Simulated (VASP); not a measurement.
Output of a VASP run:

File OSZICAR:
```
       N       E                     dE             d eps       ncg     rms          rms(c)
DAV:   1    -0.281773763894E+02   -0.28177E+02   -0.51734E-01   271   0.602E+00    0.249E+00
DAV:   2    -0.281735041372E+02    0.38723E-02   -0.65293E-02   255   0.263E+00    0.153E+00
DAV:   3    -0.281738319032E+02   -0.32777E-03   -0.62927E-03   301   0.646E-01    0.808E-01
DAV:   4    -0.281731433127E+02    0.68859E-03   -0.14341E-03   250   0.261E-01    0.424E-01
DAV:   5    -0.281731307613E+02    0.12551E-04   -0.57007E-04   260   0.137E-01    0.217E-01
DAV:   6    -0.281731069496E+02    0.23812E-04   -0.85372E-05   273   0.766E-02    0.121E-01
DAV:   7    -0.281731098005E+02   -0.28510E-05   -0.21211E-05   291   0.299E-02    0.658E-02
DAV:   8    -0.281731124031E+02   -0.26026E-05   -0.31441E-06   249   0.150E-02    0.355E-02
DAV:   9    -0.281731148741E+02   -0.24710E-05   -0.13613E-06   191   0.798E-03    0.192E-02
DAV:  10    -0.281731171044E+02   -0.22303E-05   -0.34670E-07   174   0.505E-03    0.108E-02
DAV:  11    -0.281731184962E+02   -0.13918E-05   -0.15757E-07   166   0.317E-03    0.573E-03
DAV:  12    -0.281731198440E+02   -0.13477E-05   -0.71074E-08   173   0.206E-03    0.303E-03
DAV:  13    -0.281731206466E+02   -0.80259E-06   -0.33206E-08   122   0.143E-03
   1 F= -.28173121E+02 E0= -.28173121E+02  d E =-.337852E-18
       N       E                     dE             ncg
       N       E                     dE             ncg
       N       E                     dE             ncg
       N       E                     dE             ncg
       N       E                     dE             ncg
       N       E                     dE             ncg
       N       E                     dE             ncg
       N       E                     dE             ncg
       N       E                     dE             ncg
```

### OUTCAR
```
------------------------ aborting loop because EDIFF is reached ----------------------------------------
  FORCE on cell =-STRESS in cart. coord.  units (eV):
  Direction    XX          YY          ZZ          XY          YZ          ZX
  --------------------------------------------------------------------------------------
  Total       -1.6080710     -1.6080708     -1.7078126      0.0000000     -0.0000000     -0.0000000
  in kB      -17.2146797    -17.2146773    -18.2824310      0.0000000     -0.0000000     -0.0000000
  external PRESSURE =     -17.5705960 kB  Pullay stress =       0.0000000 kB
  volume of cell :      149.66
      direct lattice vectors                 reciprocal lattice vectors
     3.186249082  0.000000000  0.000000000     0.313848658  0.181200620  0.000000000
    -1.593124541  2.759372454  0.000000000     0.000000000  0.362401240  0.000000000
     0.000000000  0.000000000 17.022635911     0.000000000  0.000000000  0.058745309
 POSITION                                       TOTAL-FORCE (eV/Angst)
 -----------------------------------------------------------------------------------
      0.00000      0.00000      0.00000        -0.000000      0.000000      0.000000
     -0.00000      1.83958     15.45180        -0.000000     -0.000000      0.532851
     -0.00000      1.83958      1.57083         0.000000     -0.000000     -0.532851
 -----------------------------------------------------------------------------------
    total drift:                                0.001469     -0.000774     -0.000000
  FREE ENERGIE OF THE ION-ELECTRON SYSTEM (eV)
  ---------------------------------------------------
  free  energy   TOTEN  =       -28.1731206466 eV

  energy  without entropy=      -28.1731206466  energy(sigma->0) =      -28.17312065

  exchange ACFDT corr.  =         0.00000000  see jH, gK, PRB 81, 115126
```
(Selected blocks of OUTCAR.)

POSCAR:
```
WS2
1
    3.1862490822     0.0000000000     0.0000000000
   -1.5931245411     2.7593724541     0.0000000000
    0.0000000000     0.0000000000    17.0226359113
W S
1 2
Direct
  1.0000000000   0.0000000000   0.0000000000
  0.3333330000   0.6666670000   0.9077209339
  0.3333330000   0.6666670000   0.0922790661
```

### Question
Write an INCAR and KPOINTS that could have produced this output.

### Answer
Several could match; the one computed here: the input of the run itself, HSE06 screened hybrid, plane waves, VASP's PBE PAW potentials (set 64).

**KPOINTS_OPT**
```
k-points along high-symmetry lines
7
Line-mode
Reciprocal
  0.000000   0.000000   0.000000 ! GAMMA
  0.500000   0.000000   0.000000 ! M

  0.500000   0.000000   0.000000 ! M
  0.333333   0.333333   0.000000 ! K

  0.333333   0.333333   0.000000 ! K
  0.000000   0.000000   0.000000 ! GAMMA

  0.000000   0.000000   0.000000 ! GAMMA
  0.000000   0.000000   0.500000 ! A

  0.000000   0.000000   0.500000 ! A
  0.500000   0.000000   0.500000 ! L

  0.500000   0.000000   0.500000 ! L
  0.333333   0.333333   0.500000 ! H

  0.333333   0.333333   0.500000 ! H
  0.000000   0.000000   0.500000 ! A

  0.500000   0.000000   0.500000 ! L
  0.500000   0.000000   0.000000 ! M

  0.333333   0.333333   0.500000 ! H
  0.333333   0.333333   0.000000 ! K
```

INCAR:
```
AEXX = 0.25
ALGO = Normal
EDIFF = 1E-6
ENCUT = 400
GGA = PE
HFSCREEN = 0.2
ISIF = 2
ISMEAR = 0
ISYM = 3
LASPH = .TRUE.
LCHARG = .FALSE.
LHFCALC = .TRUE.
LMAXMIX = 6
LREAL = .FALSE.
LWAVE = .FALSE.
NELM = 60
PREC = Accurate
PRECFOCK = Fast
SIGMA = 0.05
SYSTEM = WS2
```

**KPOINTS**
```
K-points
0
Gamma
6 6 1
```

POTCAR, in this order: W_sv S (PBE.64 set). Program: vasp_std. Read from the step before: WAVECAR.

The cell holds a wide vacuum, so values per volume refer to the whole cell.

The cell is a sheet with vacuum, built from a database entry that may be metastable or hypothetical. The cell's shape comes from a PBE relaxation.
